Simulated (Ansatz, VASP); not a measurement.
**Ba: VASP beside Ansatz**

Wanted: the spread between two codes on one cell, functional and k mesh. The structure shown is the end of the Ansatz relaxation below.

Main program and level: Ansatz 0.2.0; plane waves, with VASP 6.6.1 beside it; single point at LDA.

### Step 1. Set-up

The cell holds 5 atoms: 5 Ba. Cell: a = 4.127 Å, b = 4.127 Å, c = 52.197 Å, α = 90.0°, β = 90.0°, γ = 67.8°. Vacuum lies along c.

### Step 2. Ansatz: relaxation, LDA

Ansatz runs on its default PAW (the set named soft_2) files.

This run makes the geometry at which the two programs are then compared.

input.yaml reads:

```yaml
crystal:
  lattice:
    - [2.3005428667, 3.4271992283, 0.0]
    - [-2.3005428667, 3.4271992283, 0.0]
    - [0.0, 0.0, 52.1974011064]
  atoms:
    - { symbol: Ba, position: [0.0, 0.0, 0.1311802826] }
    - { symbol: Ba, position: [0.5, 0.5, 0.1953823406] }
    - { symbol: Ba, position: [0.0, 0.0, 0.2605369178] }
    - { symbol: Ba, position: [0.5, 0.5, 0.325691495] }
    - { symbol: Ba, position: [0.0, 0.0, 0.389893553] }
  periodic: [true, true, false]
kpoints:
  mp_grid: { grid: [8, 8, 1] }
hamiltonian:
  xc: lda
scf:
  occupations: { method: methfessel_paxton, width: 0.15 }
output:
  forces: true
  stress: true
  eigenvalues: true
  write_density: true
  write_potential: true
  elf: true
  volumetric_format: npy
relax:
  adjacent_minimum: "off"
  f_tol: 0.001
  max_steps: 60
  cell: { stress_2d_tol: 0.002 }
```

Started as:

```console
> ansatz run input.yaml --threads 8 --pin off --max-ram 14336MiB --backend cpu --events-out ev --progress --plain --runs-dir out
```

Numbers of over 12 decimals in the logs are rounded to 6 here.

What it wrote:

```text
Engine: ansatz 0.2.0, aarch64-unknown-linux-gnu
Pseudopotentials: kind: paw
Pseudopotential: Ba, paw, valence charge 10, recommended cutoff 420 eV (normal), Ba.paw.azcp
Functional definition: SPW92
  exchange = slater_x
  correlation = pw_c
Crystal: 5 atoms, lattice volume = 823.092 Å³
Basis set: ecut = 420 eV, 15995 PW (Γ)
Bands: 30, of which v1, the nominal top of the filled ones, is band 25 counted from 1 (24 counted from 0)
Symmetry: 8 space group operations
Space group: Cmmm (ITA 65), of the structure as read, at distance tolerance 9.4e-5 Å
k-points: 21 of 64
Non-local potential: Ba, projectors of the file, l = 0: 3, l = 1: 2, l = 2: 2, l = 3: 2
PAW form: soft (Blöchl's): semilocal exchange-correlation on the pseudo side does not see the compensation charge
PAW frozen core: Ba, regenerated for the run's functional, and the local potential with it (the file was generated under x = pbe(κ = 0.804, μ = 0.219515), c = pbe(β = 0.066725))
PAW one-centre angular grid: Ba, 194 points (default); XC on 64 Gauss nodes
Initial density: superposition of atomic densities (neutral atoms: chi_scale 0, normalization atom), corrected by the library's trained network
Initial wavefunctions: pseudopotential atomic-orbital guess
Functional: x = slater, c = lda
SCF iter   1: F=—  HF=-28897.104843 eV  |F-HF|=—  |Δ(HF+E_count)|=         —  Δρ=2.07e-3  dr2=3.18e-2  ethr=1.77e-3  ⟨swp⟩=21.3  Hψ=6574  notcnv=0
preconditioner: auto → LDOS  [metal: Δε(μ)=0.020 eV  Ē_g=1.273 eV  σ=0.150 eV  W_gap=0.11  n_scr=56 (ndim 8)  ℏωp=4.1 eV  f_vac=0.629  D(μ)=4.55/eV (n_scr^D=16)  β→1.0]
SCF iter   2: F=—  HF=-28897.104795 eV  |F-HF|=—  |Δ(HF+E_count)|=   4.80e-5  S|Δr|=    0.00e0  Δρ=5.06e-4  dr2=5.21e-3  ethr=6.36e-5  ⟨swp⟩=2.9  Hψ=1442  notcnv=0
SCF iter   3: F=—  HF=-28897.103875 eV  |F-HF|=—  |Δ(HF+E_count)|=   9.20e-4  S|Δr|=    0.00e0  Δρ=1.52e-4  dr2=1.08e-3  ethr=1.04e-5  ⟨swp⟩=3.4  Hψ=1569  notcnv=0
SCF iter   4: F=—  HF=-28897.103874 eV  |F-HF|=—  |Δ(HF+E_count)|=   1.33e-6  S|Δr|=    0.00e0  Δρ=8.28e-5  dr2=1.77e-4  ethr=2.15e-6  ⟨swp⟩=2.0  Hψ=745  notcnv=0
SCF iter   5: F=—  HF=-28897.103859 eV  |F-HF|=—  |Δ(HF+E_count)|=   1.50e-5  S|Δr|=    0.00e0  Δρ=2.30e-5  dr2=6.94e-6  ethr=3.53e-7  ⟨swp⟩=3.5  Hψ=1246  notcnv=0
SCF iter   6: F=—  HF=-28897.103991 eV  |F-HF|=—  |Δ(HF+E_count)|=   1.33e-4  S|Δr|=    0.00e0  Δρ=8.87e-6  dr2=1.93e-6  ethr=1.39e-8  ⟨swp⟩=3.6  Hψ=1551  notcnv=0
SCF iter   7: F=—  HF=-28897.103991 eV  |F-HF|=—  |Δ(HF+E_count)|=   1.57e-7  S|Δr|=    0.00e0  Δρ=1.62e-6  dr2=1.06e-7  ethr=3.86e-9  ⟨swp⟩=2.8  Hψ=1193  notcnv=0
SCF iter   8: F=-28897.103991 eV  HF=-28897.103991 eV  |F-HF|=6.50e-9  |Δ(HF+E_count)|=   1.70e-8  S|Δr|=    0.00e0  Δρ=5.13e-7  dr2=1.15e-8  ethr=2.00e-10  ⟨swp⟩=24.3  Hψ=7178  notcnv=0
SCF 1 converged in 8 iterations: F = -28897.103991 eV  dr2 = 1.15e-8
  greatest PAW one-centre occupation: 0.961 electrons in one spin orbital (limit 2), on the Ba atom at site 2 (counted from 0), in its partial waves of l = 0
relax step   1: F+E_penalty+E_count = -28897.10399099 eV  Δ(F+E_penalty+E_count) = +0.000e0 eV  max|allowed force component| = 1.689e-3 eV/Å  Δτ_max = 0.0000 Å  P = -0.003 N/m  Ω = 823.092 Å³  fix = [c, alpha, beta]  reactions: c +0.000 N/m  (8 SCF iters, dr2 threshold 1.00e-7 eV, accepted)
Crystal: 5 atoms, lattice volume = 823.061 Å³
Initial density: handed on by an earlier stage of this run
Initial wavefunctions: those handed on with the density
iter 1 solved again at ethr=2.09e-8 eV; its pass at ethr=3.10e-3 eV (dr2=1.04e-5 eV) is discarded
SCF iter   1: F=—  HF=-28897.103859 eV  |F-HF|=—  |Δ(HF+E_count)|=         —  Δρ=8.22e-6  dr2=1.27e-5  ethr=2.09e-8  ⟨swp⟩=3.7  Hψ=3827  notcnv=0
preconditioner: auto → LDOS  [metal: Δε(μ)=0.019 eV  Ē_g=1.268 eV  σ=0.150 eV  W_gap=0.11  n_scr=56 (ndim 8)  ℏωp=4.1 eV  f_vac=0.631  D(μ)=4.74/eV (n_scr^D=16)  β→1.0]
[...]
SCF 2 converged in 6 iterations: F = -28897.103993 eV  dr2 = 4.13e-11
[...]
SCF iter   1: F=—  HF=-28897.103861 eV  |F-HF|=—  |Δ(HF+E_count)|=         —  Δρ=4.92e-7  dr2=1.46e-8  ethr=3.00e-7  ⟨swp⟩=10.9  Hψ=9746  notcnv=0
eigensolver tolerance schedule: the retry pair's looser diagonalisation over-reported the residual by 10282.60 of it (diagonalisation noise at 154.49 of the residual, at the tolerance the schedule requests for it); recorded, not acted on — ethr = c·dr2/N_el stays at c = 1.0e-1
SCF iter   2: F=—  HF=-28897.103996 eV  |F-HF|=—  |Δ(HF+E_count)|=   1.36e-4  S|Δr|=    0.00e0  Δρ=6.21e-7  dr2=4.92e-8  ethr=2.91e-11  ⟨swp⟩=6.8  Hψ=2572  notcnv=0
SCF iter   3: F=—  HF=-28897.103996 eV  |F-HF|=—  |Δ(HF+E_count)|=   1.70e-9  S|Δr|=    0.00e0  Δρ=3.10e-7  dr2=4.63e-9  ethr=2.91e-11  ⟨swp⟩=1.8  Hψ=666  notcnv=0
SCF iter   4: F=—  HF=-28897.103996 eV  |F-HF|=—  |Δ(HF+E_count)|=   1.38e-8  S|Δr|=    0.00e0  Δρ=1.77e-7  dr2=1.98e-9  ethr=9.27e-12  ⟨swp⟩=1.5  Hψ=684  notcnv=0
SCF iter   5: F=—  HF=-28897.103996 eV  |F-HF|=—  |Δ(HF+E_count)|=   2.95e-9  S|Δr|=    0.00e0  Δρ=1.37e-7  dr2=1.24e-9  ethr=3.95e-12  ⟨swp⟩=1.3  Hψ=649  notcnv=0
SCF iter   6: F=—  HF=-28897.103996 eV  |F-HF|=—  |Δ(HF+E_count)|=   9.47e-9  S|Δr|=    0.00e0  Δρ=4.14e-8  dr2=6.35e-11  ethr=2.49e-12  ⟨swp⟩=1.5  Hψ=671  notcnv=0
SCF iter   7: F=—  HF=-28897.103996 eV  |F-HF|=—  |Δ(HF+E_count)|=  2.69e-10  S|Δr|=    0.00e0  Δρ=3.24e-8  dr2=6.46e-11  ethr=1.27e-13 (applied; sched 1.00e-12)  ⟨swp⟩=3.3  Hψ=1190  notcnv=0
SCF iter   8: F=—  HF=-28897.103996 eV  |F-HF|=—  |Δ(HF+E_count)|=   5.50e-9  S|Δr|=    0.00e0  Δρ=5.58e-9  dr2=7.16e-13  ethr=1.29e-13 (applied; sched 1.00e-12)  ⟨swp⟩=1.8  Hψ=728  notcnv=0
SCF iter   9: F=—  HF=-28897.103996 eV  |F-HF|=—  |Δ(HF+E_count)|=   1.36e-9  S|Δr|=    0.00e0  Δρ=8.51e-9  dr2=4.38e-12  ethr=1.43e-15 (applied; sched 1.00e-12)  ⟨swp⟩=5.0  Hψ=1729  notcnv=0  recentre
SCF iter  10: F=-28897.103996 eV  HF=-28897.103996 eV  |F-HF|=0.00e0  |Δ(HF+E_count)|=  3.64e-12  S|Δr|=    0.00e0  Δρ=1.77e-9  dr2=9.79e-14  ethr=1.00e-12  ⟨swp⟩=7.9  Hψ=3458  notcnv=0
SCF 5 converged in 10 iterations: F = -28897.103996 eV  dr2 = 9.79e-14
relax step   5: F+E_penalty+E_count = -28897.10399627 eV  Δ(F+E_penalty+E_count) = +7.250e-9 eV  max|allowed force component| = 9.533e-5 eV/Å  Δτ_max = 0.0000 Å  P = +0.000 N/m  Ω = 823.125 Å³  fix = [c, alpha, beta]  reactions: c +0.000 N/m  stress off target by 1.16e-3 N/m on what of the cell is left free  SCF on the basis re-selected at this cell (its energy is not comparable with the rows above)  (10 SCF iters)
basis re-selected at this cell: Δ(F+E_penalty+E_count) = +7.250e-9 eV, ΔP = +0.000 N/m vs the last step (what re-selecting the basis moved, of the pressure what is left beyond the Pulay correction that the steps carried, after the strain that the cell walked since its last selection, with what the two solves' SCF thresholds leave and, on support functions, any second-order correction that the steps lacked; it is no m [...]
WARN: The output density's exchange-correlation potential varies sharply where the density is thin. Do not read a vacuum level from v_tot or v_xc, or from such a field of the output density. On a cell that repeats whose density bears no net charge and no dipole along the vacuum's axis use v_es (v_loc + v_h of the components); under efield.dipole_correction with no amplitude use v_es + v_field, which holds any externa [...]
SCF converged after 10 iterations
Stability not checked: this state was not tested for a lower state beside it, because cold or Methfessel-Paxton smearing, or corrected tetrahedra, fill the levels in a way that the test cannot read (fill_not_monotonic; see scf.lower_state_search)
Free energy (F): -28897.103996 eV
Harris-Foulkes:  -28897.103996 eV  (|F-HF|=0.00e0)
Internal energy: -28897.113213 eV  (E = F + TS)
E sigma→0 (E₀):  -28897.106300 eV
Entropy (-TS):   0.009217 eV (1.843 meV/atom)
Fermi energy:    -2.589995 eV
--- Per-component energies (eV) ---
  E_band       = -839.978429
  E_kinetic    = 837.195533
  E_local      = -109183.342649  (includes V_loc(G=0)·N_el)
  E_nonlocal   = 302.233360
  E_hartree    = 54033.964125
  E_xc         = -827.434686
  E_vxc        = -670.365781  (∫ρ·V_xc dr)
  E_paw        = -25288.975677  (= ΣΔE_a)
  E_vpaw       = -193.627174  (= ΣTr[D̂ρ^β])
  E_aug_tail   = -0.000011  (compensation charges beyond the density's cutoff)
  E_ewald      = 51227.834214
  E_core_change = 1.412578  (= ΣΔE_core)
  E_smearing   = 0.009217  (= −TS)
  E_closure    = 0.000000  (closes the sum)
  Σ components = -28897.103996   (vs F -28897.103996, Δ=0.00e0)
--- Forces (eV/Å), atoms counted from 1 ---
  atom   1  Ba     0.00000000     0.00000000     0.00001449
  atom   2  Ba     0.00000000     0.00000000     0.00009533
  atom   3  Ba     0.00000000    -0.00000000     0.00000000
  atom   4  Ba     0.00000000    -0.00000000    -0.00009533
  atom   5  Ba     0.00000000    -0.00000000    -0.00001449
  max |Σ_I F_I| component: 1.36e-20 eV/Å
--- 2D stress c σ (N/m, compression-positive) ---
        0.001161      -0.000000       0.000000
       -0.000000      -0.000606       0.000000
        0.000000       0.000000       0.000000
  P = ½ c Tr σ = 0.0003 N/m
--- Band table (eV; the first three rows and the last of 21) ---
  k-point 0: bands = [... 21 lower, -4.9350, -4.4228, -3.9296, -3.6599, -2.2135, -2.1866, -1.7083 (-1.7083°), -1.6124, ... 1 higher]
  k-point 1: bands = [... 21 lower, -4.6809, -4.1808, -3.6758, -3.3851, -2.1697, -2.1315, -1.7570, -1.6918, ... 1 higher]
  k-point 2: bands = [... 21 lower, -4.0800, -3.6818, -3.2168, -2.8256, -2.1581, -2.1179, -1.9136, -1.8933, ... 1 higher]
  k-point 20: bands = [... 21 lower, -3.2960, -3.2643, -3.2596, -3.0777, -2.9903, -2.9786, -2.4206, -1.6790, ... 1 higher]
  ° read free of the cell's end (the report's vacuum.weakly_bound_levels)
--- Relaxed structure (4 steps of the walk, 4 accepted, 1 SCFs on fresh bases) ---
  F+E_penalty+E_count = -28897.10399627 eV   max|allowed force component| = 9.533e-5 eV/Å   (the final SCF, on the basis selected at the relaxed cell)
  cell:  # Å, volume = 823.1254 Å³
    - [2.301513, 3.425891, 0.0]
    - [-2.301513, 3.425891, 0.0]
    - [0.0, 0.0, 52.1974011064]
  atoms:
    - { symbol: Ba, position: [0, 0, 0.131188] }
    - { symbol: Ba, position: [0.500000, 0.500000, 0.195404] }
    - { symbol: Ba, position: [0, 0, 0.2605369178] }
    - { symbol: Ba, position: [0.500000, 0.500000, 0.325669] }
    - { symbol: Ba, position: [0, 0, 0.389885] }
```

(Continued in part 2 of 2.)

[Lines on the potential files, build, host, timing and source positions are cut from VASP's logs without a mark.]

[Logs are printed without paths, hosts, clocks, repeated set-up lines and the standing remarks that a program may print on its own settings, such as how far it seeks lower states.]

[Hosts, paths, dates, database ids (printed as entryN), source tags and the programs' standing remarks are cut or masked in the printed files.]
